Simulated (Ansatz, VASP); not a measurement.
## AlIr6 in VASP and in Ansatz

```
Al Ir
1.0
     5.94245    0.00000    0.00000
     0.00000    5.94245    0.00000
     0.00000    0.00000    5.94245
Al Ir
1 6
Direct
  0.00000 0.00000 0.00000
  0.19825 0.50000 0.50000
  0.50000 0.19825 0.50000
  0.80175 0.50000 0.50000
  0.50000 0.80175 0.50000
  0.50000 0.50000 0.19825
  0.50000 0.50000 0.80175
```

Change from the starting cell: species swapped into the GdB6 type (Pm-3m, No. 221).

Alike in both runs: functional PBE; k mesh 6 × 6 × 6; occupations gaussian, width 0.1 eV; no spin polarisation.

Ansatz relaxed the structure, and its values are those at the end. VASP's run is a single point on that final structure, the one shown.

|  | VASP | Ansatz |
| --- | --- | --- |
| version | VASP 6.6.1 | Ansatz 0.2.0 |
| potentials or method | VASP PAW PBE potentials, release 64 (Al, Ir) | scalar-relativistic, plane waves, PAW |
| plane-wave cutoff (eV) | 520 | 420 |
| valence electrons in the cell | 57 | 105 |

Ansatz gave:

- gap on the k mesh at the Fermi level (eV): none
- pressure (GPa): 0.0
- rms of the force components (eV/Å): 0.003

Problem. Which values does VASP return?

Solution. gap on the k mesh at the Fermi level (eV): none; pressure (GPa): 0.1; rms of the force components (eV/Å): 0.027.

A gap of «none» marks a metal or a gap that the smearing closes. The two sets of potentials don't hold the same shells in valence.

The runs have no spin-orbit coupling, so splittings on Ir are missing.
